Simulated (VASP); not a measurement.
The system is Ti3BiO3.

```xyz
7
Lattice="6.3000 0.0000 0.0000 -3.1500 5.4560 0.0000 0.0000 0.0000 2.8000" Properties=species:S:1:pos:R:3 pbc="T T T"
Ti    1.2600    4.3648    1.4000
Ti   -1.2600    4.3648    1.4000
Ti    0.0000    2.1824    1.4000
Bi    0.0000    0.0000    0.0000
O     3.1500    0.0000    0.0000
O    -1.5750    2.7280    0.0000
O     1.5750    2.7280    0.0000
```

The cell was built by a generator and needn't be a form met in nature.

* Program: VASP 6.6.1
* Task: relaxation of cell and atoms
* Functional: PBE
* Potentials or basis: VASP PAW PBE potentials, release 64 (Ti_sv, Bi_d, O)
* Cutoff: 520 eV
* k mesh: 3 × 3 × 5
* Occupations: gaussian, width 0.15 eV
* Spin: no spin polarisation

At the start: pressure 17.4 GPa; volume 13.75 Å³/atom.

**Question.** How do energy, volume and symmetry change on relaxing?

**Answer.** Over 12 steps the energy falls by 617.0 meV/atom and the volume is 18.05 Å³/atom (+31.3 %); space group P-6m2 (No. 187, to 0.05 Å).

The path:
| step | energy change (eV) | largest force (eV/Å) | pressure (GPa) | volume (Å³) |
| --- | --- | --- | --- | --- |
| 1 | 0.0000 | 3.3849 | 17.38 | 96.24 |
| 2 | -2.2797 | 3.0824 | -8.70 | 118.55 |
| 3 | -2.2908 | 3.0769 | -7.07 | 119.14 |
| 4 | -4.0729 | 0.9245 | 1.81 | 118.51 |
| 5 | -4.1765 | 0.1776 | 5.56 | 118.27 |
| 6 | -4.2465 | 0.8512 | -3.27 | 129.06 |
| 7 | -4.2961 | 0.5104 | 0.74 | 124.85 |
| 8 | -4.2960 | 0.5336 | 0.21 | 125.21 |
| 9 | -4.2963 | 0.5231 | 0.18 | 125.07 |
| 10 | -4.3168 | 0.0550 | -0.28 | 126.75 |
| 11 | -4.3175 | 0.0521 | -0.27 | 126.80 |
| 12 | -4.3191 | 0.0619 | 0.47 | 126.37 |

Final structure:
```xyz
7
Lattice="7.1682 0.0000 0.0000 -3.5841 6.2078 0.0000 0.0000 0.0000 2.8398" Properties=species:S:1:pos:R:3 pbc="T T T"
Ti    1.2961    4.8869    1.4199
Ti   -1.2961    4.8869    1.4199
Ti    0.0000    2.6419    1.4199
Bi    0.0000    0.0000    0.0000
O     0.0000    5.6534    0.0000
O    -1.3119    3.3811    0.0000
O     1.3119    3.3811    0.0000
```

Caveat: the k mesh is coarse (spacing up to 0.45 Å⁻¹), so the values aren't converged; the volume moved by over 15 % at a fixed basis, so the end points are rough; an odd number of electrons without spin polarisation forces a metal; a magnetic or distorted state may lie lower; the relaxation stopped at a loose force limit of 0.08 eV/Å, so its end isn't a converged minimum.
